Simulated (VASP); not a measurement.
TaGe:

```
CELL_PARAMETERS angstrom
3.91540 0.00000 0.00000
-1.95770 3.39084 0.00000
0.00000 0.00000 5.00272
ATOMIC_POSITIONS crystal
Ta 0.00000 0.00000 0.00000
Ta 0.00000 0.00000 0.50000
Ge 0.33333 0.66667 0.25000
Ge 0.66667 0.33333 0.75000
```

The cell was built by a generator and needn't be a form met in nature.

```yaml
Program: VASP 6.6.1
Task: relaxation of cell and atoms
Functional: PBE
Potentials_or_basis: VASP PAW PBE potentials, release 64 (Ta_pv, Ge_d)
Cutoff: 600 eV
k_mesh: 8 × 8 × 6
Occupations: gaussian, width 0.05 eV
Spin: no spin polarisation
```

At the start: pressure 38.3 GPa; volume 16.60 Å³/atom.

Problem. Where does the relaxation end?

Solution. Over 23 steps the energy falls by 654.5 meV/atom and the volume is 18.78 Å³/atom (+13.1 %); space group P6_3/mmc (No. 194, to 0.05 Å).

Step by step:
```csv
step,energy change (eV),largest force (eV/Å),pressure (GPa),volume (Å³)
1,0.0000,0.0000,38.33,66.42
2,1.1755,0.0000,-24.43,110.40
3,-2.1506,0.0000,-7.43,82.66
4,-2.1703,0.0000,-5.45,81.42
5,-2.1722,0.0000,-4.73,81.00
6,-2.5376,0.0000,-0.41,76.65
7,-2.5822,0.0000,2.00,74.87
8,-2.5256,0.0000,8.40,71.19
9,-2.5891,0.0000,4.08,73.60
10,-2.5814,0.0000,-4.40,77.03
11,-2.6181,0.0000,-0.11,75.16
12,-2.6181,0.0000,-0.09,75.13
13,-2.6182,0.0000,0.15,75.08
14,-2.6182,0.0000,-0.07,75.13
15,-2.6182,0.0000,0.15,75.09
16,-2.6182,0.0000,-0.04,75.17
17,-2.6182,0.0000,-0.08,75.16
18,-2.6182,0.0000,-0.05,75.14
19,-2.6182,0.0000,-0.01,75.13
20,-2.6182,0.0000,0.03,75.13
21,-2.6182,0.0000,-0.01,75.13
22,-2.6182,0.0000,0.00,75.13
23,-2.6181,0.0000,0.02,75.13
```

Final structure:
```
Ta Ge
1.0
     3.73270    0.00000    0.00000
    -1.86635    3.23261    0.00000
     0.00000    0.00000    6.22630
Ta Ge
2 2
Direct
  0.00000 0.00000 0.00000
  0.00000 0.00000 0.50000
  0.33333 0.66667 0.25000
  0.66667 0.33333 0.75000
```
